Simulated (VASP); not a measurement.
Input:

```yaml
crystal:
  lattice:
    - [3.14746, 0.00000, 0.00000]
    - [-1.57373, 2.72578, 0.00000]
    - [0.00000, 0.00000, 6.11915]
  atoms:
    - { symbol: Cr, position: [0.00000, 0.00000, 0.00000] }
    - { symbol: Se, position: [0.66667, 0.33333, 0.74555] }
    - { symbol: Se, position: [0.33333, 0.66667, 0.25445] }
```

Method: LDA (Ceperley-Alder, Perdew-Zunger), VASP's LDA PAW potentials (set 64) (plane waves; VASP). Numerical set-up: 400 eV cut-off, 13×13×6 Γ-centred mesh, tetrahedra with Blöchl corrections, potentials Cr_pv Se.

The cores are frozen, which limits the accuracy of field gradients.

### Question
Give the principal components of the electric field gradient (V/Å²) and the asymmetry η at each nucleus.

### Answer

```
atom   Vxx   Vyy     Vzz     η
----  ----  ----  ------  ----
Cr1   26.2  26.2   -52.3  0.00
Se2   72.8  72.8  -145.6  0.00
Se3   72.8  72.8  -145.6  0.00
```

The structure comes from a computed database's CrSe2 entry (P-3m1); how it stands against other phases isn't given here. It was relaxed first, which changed the volume by -16 %. The run is not spin-polarised, so no magnetic state was tried.
